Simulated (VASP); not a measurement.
VASP input:

INCAR:
```
ALGO=Normal
EDIFF=1E-6
EDIFFG=-0.02
ENCUT=500
GGA=PE
IBRION=2
ISIF=3
ISMEAR=0
LASPH=.True.
LCHARG=.False.
LREAL=.False.
LWAVE=.False.
NELM=100
NSW=40
PREC=Accurate
PSTRESS=100
SIGMA=0.05
SYSTEM=BeS
```

File KPOINTS:
```
Automatic
0
G
 10 10 10
```

### POSCAR
```
BeS
1
    0.0000000000     2.3984473026     2.3984473026
    2.3984473026     0.0000000000     2.3984473026
    2.3984473026     2.3984473026     0.0000000000
Be S
1 1
Direct
  0.0000000000   0.0000000000   0.0000000000
  0.2500000000   0.2500000000   0.2500000000
```

POTCAR, in this order: Be S (PBE.64 set). Program: vasp_std.

Question: Translate this PBE calculation to Ansatz.

Answer: One equivalent input (not run):
Ansatz 0.2 input:
```yaml
crystal:
  lattice:
    - [0.0000000, 2.3984473, 2.3984473]
    - [2.3984473, 0.0000000, 2.3984473]
    - [2.3984473, 2.3984473, 0.0000000]
  atoms:
    - { symbol: Be, position: [0.0000000, 0.0000000, 0.0000000] }
    - { symbol: S, position: [0.2500000, 0.2500000, 0.2500000] }
kpoints:
  mp_grid: { grid: [10, 10, 10] }
hamiltonian:
  xc: pbe
  pseudopotentials: { kind: paw }
scf:
  occupations: { method: gaussian, width: 0.05 }
  max_iter: 100
relax:
  max_steps: 40
  f_tol: 0.02
  cell: { p_target: 10 }
output: { forces: true, stress: true, eigenvalues: true }
```
The two are equivalent in intent, not identical: each code has its own PAW files, so the cut-off isn't converted (ENCUT is set for VASP's; basis.ecutwfc is left out, and Ansatz then takes the one that its files recommend); Ansatz stops its SCF on the density residual and VASP on the energy change (EDIFF).

The compound is BeS in the zinc blende structure. This run relaxes it under an external pressure of 10 GPa. Symmetry was kept, so distortions that lower it aren't found.
